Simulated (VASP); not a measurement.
The system is LaPd2.

```
CELL_PARAMETERS angstrom
-2.00387 2.00387 4.47173
2.00387 -2.00387 4.47173
2.00387 2.00387 -4.47173
ATOMIC_POSITIONS crystal
La 0.00000 0.00000 0.00000
Pd 0.25000 0.75000 0.50000
Pd 0.75000 0.25000 0.50000
```

The cell comes from a database or a generator and needn't be the stable form of this composition.

```yaml
Program: VASP 6.6.1
Task: single point
Functional: PBE
Potentials_or_basis: VASP PAW PBE potentials, release 64 (La, Pd)
Cutoff: 520 eV
k_mesh: 9 × 9 × 9
Occupations: fermi-dirac, width 0.05 eV
Spin: no spin polarisation
```

On this cell: pressure -0.5 GPa; largest force under 0.003 eV/Å; band gap on the k mesh none (metal or under the smearing width).

The same run follows on a disturbed copy (atoms moved at random, drawn with an rms of 0.05 Å):

```
La Pd
1.0
    -2.00387    2.00387    4.47173
     2.00387   -2.00387    4.47173
     2.00387    2.00387   -4.47173
La Pd
1 2
Direct
  0.99966 0.99630 0.98735
  0.24607 0.74176 0.49733
  0.75638 0.25333 0.50796
```

**Question.** What does the disturbed cell give?

**Answer.** The energy (extrapolated to zero smearing) moves by +3.5 meV/atom; pressure -0.4 GPa; largest force 0.208 eV/Å; band gap on the k mesh none (metal or under the smearing width).

Forces in eV/Å, atoms in the order of the input:
```
La   0.049  0.053 -0.195
Pd   0.073  0.060  0.159
Pd  -0.123 -0.114  0.036
```

Stress tensor (GPa, compression positive):
```
-0.42  0.02  0.15
 0.02 -0.55 -0.16
 0.15 -0.16 -0.29
```
